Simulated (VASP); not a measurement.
Data:

```yaml
crystal:
  lattice:
    - [4.24323, 0.00000, 0.00000]
    - [-2.12162, 3.67475, 0.00000]
    - [0.00000, 0.00000, 4.87952]
  atoms:
    - { symbol: W, position: [0.33333, 0.66667, 0.93750] }
    - { symbol: W, position: [0.66667, 0.33333, 0.43750] }
    - { symbol: Si, position: [0.33333, 0.66667, 0.43750] }
    - { symbol: Si, position: [0.66667, 0.33333, 0.93750] }
```

These are PBE GGA, VASP's PBE PAW potentials (set 64) (plane waves; VASP 6.6.1) values and carry that method's errors. Settings: 400 eV cut-off, 9×9×7 Γ-centred mesh, tetrahedra with Blöchl corrections, potentials W_sv Si.

Unless said otherwise, spin-orbit coupling is left out, though it shifts the bands of the heavy elements here.

Problem. What does the run give for the energy per atom (σ→0), band gap (on the k-mesh) with the smallest direct gap where there is one?

Solution. 
```yaml
band gap (on the k-mesh): none (metal, semimetal or under 0.01 eV)
energy per atom (σ→0): -8.550 eV/atom
```

The structure was generated: WSi was put into the wurtzite type (P6_3mc), which need not be its known phase. It was relaxed first, which changed the volume by -39 %. The relaxed cell has space group P6_3/mmc.
